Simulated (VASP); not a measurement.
All values below come from PBE GGA, VASP's PBE PAW potentials (set 64) (plane waves; VASP).

The input files of a VASP run:

### INCAR
```
# general
SYSTEM =Sn
PREC   =Accurate
ENCUT  =400
LREAL  =.False.   # projection in real space or not
LASPH  =.True.   # aspherical one-centre terms

# electronic loop
EDIFF  =1E-6   # SCF stop (eV)
NELM   =100   # most electronic steps
ALGO   =Normal   # blocked Davidson
LMAXMIX=4   # l cut-off of mixed one-centre charges

# smearing
ISMEAR =1
SIGMA  =0.1

# functional
GGA    =PE   # PBE

# ions
ISIF   =2

# output
LWAVE  =.False.
LCHARG =.False.
```

### POSCAR
```
Sn
4.4184330
 -0.6597361553   0.6597361553   0.3598560847
  0.6597361553  -0.6597361553   0.3598560847
  0.6597361553   0.6597361553  -0.3598560847
Sn
2
Cartesian
  0.6597361553   0.0000000000   0.1799280424
  0.0000000000   0.0000000000   0.0000000000
```

### KPOINTS
```
Automatic mesh
0
Gamma
10 10 10
0 0 0
```

POTCAR, in this order: Sn_d (PBE.64 set). Program: vasp_std.

What VASP printed:

OSZICAR:
```
       N       E                     dE             d eps       ncg     rms          rms(c)
DAV:   1     0.186452099294E+03    0.18645E+03   -0.13159E+04  3680   0.209E+03
DAV:   2     0.878798079699E+01   -0.17766E+03   -0.17578E+03  3688   0.407E+02
DAV:   3    -0.712860617158E+01   -0.15917E+02   -0.15743E+02  4150   0.131E+02
DAV:   4    -0.758992452176E+01   -0.46132E+00   -0.46039E+00  4166   0.245E+01
DAV:   5    -0.760772739899E+01   -0.17803E-01   -0.17802E-01  4962   0.433E+00    0.241E+00
DAV:   6    -0.759157283385E+01    0.16155E-01   -0.33785E-02  4790   0.290E+00    0.135E+00
DAV:   7    -0.758744806860E+01    0.41248E-02   -0.21488E-02  4766   0.226E+00    0.167E-01
DAV:   8    -0.758737799883E+01    0.70070E-04   -0.20338E-03  4274   0.671E-01    0.359E-02
DAV:   9    -0.758738599747E+01   -0.79986E-05   -0.58187E-05  4608   0.797E-02    0.138E-02
DAV:  10    -0.758738416077E+01    0.18367E-05   -0.73796E-06  4386   0.394E-02    0.194E-03
DAV:  11    -0.758738423660E+01   -0.75830E-07   -0.28946E-07  2004   0.791E-03
   1 F= -.75873842E+01 E0= -.75872094E+01  d E =-.524618E-03
```

### OUTCAR
```
------------------------ aborting loop because EDIFF is reached ----------------------------------------
  FORCE on cell =-STRESS in cart. coord.  units (eV):
  Direction    XX          YY          ZZ          XY          YZ          ZX
  --------------------------------------------------------------------------------------
  Total        0.9813024      0.9813024      0.6823691      0.0000000     -0.0000000      0.0000000
  in kB       29.0923780     29.0923780     20.2299908      0.0000000     -0.0000000      0.0000000
  external PRESSURE =      26.1382489 kB  Pullay stress =       0.0000000 kB
  volume of cell :       54.04
      direct lattice vectors                 reciprocal lattice vectors
    -2.915000000  2.915000000  1.590000000     0.000000000  0.171526587  0.314465409
     2.915000000 -2.915000000  1.590000000     0.171526587  0.000000000  0.314465409
     2.915000000  2.915000000 -1.590000000     0.171526587  0.171526587  0.000000000
 POSITION                                       TOTAL-FORCE (eV/Angst)
 -----------------------------------------------------------------------------------
      2.91500     -0.00000      0.79500        -0.000000     -0.000000      0.000000
      0.00000      0.00000      0.00000         0.000000      0.000000     -0.000000
 -----------------------------------------------------------------------------------
    total drift:                                0.000000     -0.000000      0.000000
  FREE ENERGIE OF THE ION-ELECTRON SYSTEM (eV)
  ---------------------------------------------------
  free  energy   TOTEN  =        -7.5873842366 eV

  energy  without entropy=       -7.5868596184  energy(sigma->0) =       -7.58720936
```
(Selected blocks of OUTCAR.)

The compound is Sn in the beta structure. The cell was not relaxed at this level.
